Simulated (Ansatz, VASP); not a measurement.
# Cross-check of Al between VASP and Ansatz, part 2 of 2

One calculation is typed for both programs; each brings its own data sets. How far apart do they land? Of the first pair: The structure shown is the start of the Ansatz relaxation below; VASP solves that cell, so the two are compared at the walk's first step.

VASP 6.6.1 and Ansatz 0.2.0.

So far: Set-up; Ansatz: relaxation, PBE; VASP: single point, PBE, start cell, pair 1.

**4. Comparison**

Known differences besides the potentials themselves: the cutoff is 420 eV in Ansatz and 400 eV in VASP. Total energies have different zeros and are not compared.

Forces (eV/Å; atoms numbered as in POSCAR):

| atom | Ansatz x, y, z | VASP x, y, z |
| --- | --- | --- |
| Al1 | 0.000, 0.000, 0.091 | 0.000, 0.000, 0.090 |
| Al2 | 0.000, 0.000, -0.104 | 0.000, 0.000, -0.104 |
| Al3 | 0.000, 0.000, 0.000 | 0.000, 0.000, 0.000 |
| Al4 | 0.000, 0.000, 0.104 | 0.000, 0.000, 0.104 |
| Al5 | 0.000, 0.000, -0.091 | 0.000, 0.000, -0.090 |

The forces differ by 0.5 meV/Å r.m.s., which is 0.9 % of the r.m.s. force of 0.050 eV/Å (both taken over all components). With vacuum in the cell, a pressure given here is an average over mostly empty space and none of the material.

**5. Ansatz: relaxation, PBE**

This run makes the geometry at which the two programs are then compared.

The structure compared here is the end of the Ansatz relaxation.

Input file input.yaml:

```yaml
crystal:
  lattice:
    - [2.856711396, 0.0, 0.0]
    - [1.428355698, 2.4739846402, 0.0]
    - [0.0, 0.0, 23.3299803501]
  atoms:
    - { symbol: Al, position: [0.0, 0.0, 0.699956884] }
    - { symbol: Al, position: [0.666666667, 0.666666667, 0.599978442] }
    - { symbol: Al, position: [0.333333333, 0.333333333, 0.5] }
    - { symbol: Al, position: [0.0, 0.0, 0.400021558] }
    - { symbol: Al, position: [0.666666667, 0.666666667, 0.300043116] }
kpoints:
  mp_grid: { grid: [18, 18, 1] }
scf:
  occupations: { method: fermi_dirac, width: 0.05 }
  n_extra_bands: 12
hamiltonian:
  xc: pbe
  pseudopotentials: { kind: paw }
output:
  forces: true
  write_potential: true
  volumetric_format: []
  dos:
    projected: true
    de: 0.05
    e_range: [-30, 12]
    method: { smearing: { sigma: 0.1, scheme: gaussian } }
relax:
  f_tol: 0.03
  max_steps: 50
  constraints: [{ sites: [2] }]
```

The run is started by

```
ansatz run input.yaml --threads 4 --pin off --max-ram 14336MiB --backend cpu --events-out ev --progress --plain --runs-dir out
```

Numbers of over 12 decimals in the logs are rounded to 6 here.

What it wrote:

```text
[...]
Crystal: 5 atoms, lattice volume = 164.884 Å³
Basis set: ecut = 420 eV, 3233 PW (Γ), exchange–correlation on 40×40×320 points (8 copies of the dense FFT grid, shifted against one another)
Bands: 20, of which v1, the nominal top of the filled ones, is band 8 counted from 1 (7 counted from 0)
Symmetry: 12 space group operations
[...]
k-points: 37 of 324
[...]
--- Relaxed structure (3 steps of the walk, 3 accepted, 0 SCFs on fresh bases) ---
  F+E_penalty+E_count = -2686.78499378 eV   max|allowed force component| = 1.662e-3 eV/Å
  atoms:
    - { symbol: Al, position: [0, -1.1102230256591337e-18, 0.701173] }
    - { symbol: Al, position: [0.666667, 0.666667, 0.599752] }
    - { symbol: Al, position: [0.333333, 0.333333, 0.500000] }
    - { symbol: Al, position: [-9.053304998744321e-19, -1.110223025659132e-18, 0.400248] }
    - { symbol: Al, position: [0.666667, 0.666667, 0.298827] }
[key lines of the parts left out:]
SCF converged after 5 iterations
Free energy (F): -2686.784994 eV
Fermi energy:    1.976207 eV
```

**6. VASP: single point, PBE, relaxed cell, pair 2**

The same cell, functional, mesh and smearing now go to VASP, with its own data sets.

Input file INCAR:

```
SYSTEM = Al
PREC = Accurate
ENCUT = 400
EDIFF = 1E-06
NELM = 120
ISMEAR = -1
SIGMA = 0.05
LREAL = .FALSE.
ALGO = Normal
GGA = PE
NBANDS = 13
LORBIT = 11
LWAVE = .FALSE.
LCHARG = .FALSE.
ISIF = 2
LASPH = .TRUE.
GGA_COMPAT = .FALSE.
KPAR = 2
```

Input file POSCAR:

```
Al
1.0
    2.8567113960      0.0000000000      0.0000000000
    1.4283556980      2.4739846402      0.0000000000
    0.0000000000      0.0000000000     23.3299803501
Al
5
Direct
    0.0000000001      0.0000000001      0.7011733952
    0.6666666667      0.6666666667      0.5997524631
    0.3333333334      0.3333333334      0.5000000000
    0.0000000001      0.0000000001      0.4002475369
    0.6666666667      0.6666666667      0.2988266048
```

Input file KPOINTS:

```
Automatic mesh
0
Gamma
18 18 1
0 0 0
```

PAW data sets: Al (PBE family, release 64).

The run is started by

```
mpirun -np 2 vasp_std
```

What it wrote:

```text
[... set-up lines as in an earlier step ...]
 entering main loop
       N       E                     dE             d eps       ncg     rms          rms(c)
DAV:   1     0.280328936628E+02    0.28033E+02   -0.40938E+03   962   0.660E+02
DAV:   2    -0.166874819478E+02   -0.44720E+02   -0.40700E+02  1337   0.115E+02
DAV:   3    -0.185931263352E+02   -0.19056E+01   -0.18538E+01  1345   0.235E+01
DAV:   4    -0.186517037948E+02   -0.58577E-01   -0.58527E-01  1341   0.516E+00
[...]
DAV:  18    -0.180014069571E+02   -0.10919E-04   -0.68584E-07   963   0.322E-03    0.678E-04
DAV:  19    -0.180014109894E+02   -0.40323E-05   -0.32638E-07   859   0.170E-03    0.325E-04
DAV:  20    -0.180014110690E+02   -0.79637E-07   -0.76948E-09   701   0.576E-04
   1 F= -.18001411E+02 E0= -.17992782E+02  d E =-.172586E-01
```

OUTCAR, selected parts (step 6):

```text
  Total       -1.2823365     -1.2823365     -0.0179796     -0.0000000      0.0000000      0.0000000
  in kB      -12.4604823    -12.4604823     -0.1747082     -0.0000000      0.0000000      0.0000000
  external PRESSURE =      -8.3652243 kB  Pullay stress =       0.0000000 kB

 POSITION                                       TOTAL-FORCE (eV/Angst)
 -----------------------------------------------------------------------------------
      0.00000      0.00000     16.35836        -0.000000      0.000000      0.000572
      2.85671      1.64932     13.99221        -0.000000      0.000000     -0.002109
      1.42836      0.82466     11.66499        -0.000000      0.000000     -0.000000
      0.00000      0.00000      9.33777         0.000000      0.000000      0.002109
      2.85671      1.64932      6.97162         0.000000     -0.000000     -0.000572
 -----------------------------------------------------------------------------------
    total drift:                                0.000000      0.000000     -0.000001

  FREE ENERGIE OF THE ION-ELECTRON SYSTEM (eV)
  ---------------------------------------------------
  free  energy   TOTEN  =       -18.0014110690 eV

  energy  without entropy=      -17.9841524874  energy(sigma->0) =      -17.99278178

[... 2 parts as in an earlier step ...]

[... 1 further part left out ...]
[key lines of the parts left out:]
E-fermi :   2.0054
```

**7. Comparison**

With vacuum in the cell, a pressure given here is an average over mostly empty space and none of the material.

**8. Results**

```
r.m.s. force difference (single point, PBE, start cell, pair 1)   : 0.45 meV/Å
r.m.s. force difference (single point, PBE, relaxed cell, pair 2) : 0.45 meV/Å
```

**Reading.** The r.m.s. force difference is 0.45 meV/Å (single point, PBE, start cell, pair 1), within the 12 meV/Å picked in this series as the mark of a large difference. How closely two codes agree says nothing of how well the functional describes the real material.

[Lines on the potential files, build, host, timing and source positions are cut from VASP's logs without a mark.]

[Logs are printed without paths, hosts, clocks, repeated set-up lines and the standing remarks that a program may print on its own settings, such as how far it seeks lower states.]

[Hosts, paths, dates, database ids (printed as entryN), source tags and the programs' standing remarks are cut or masked in the printed files.]
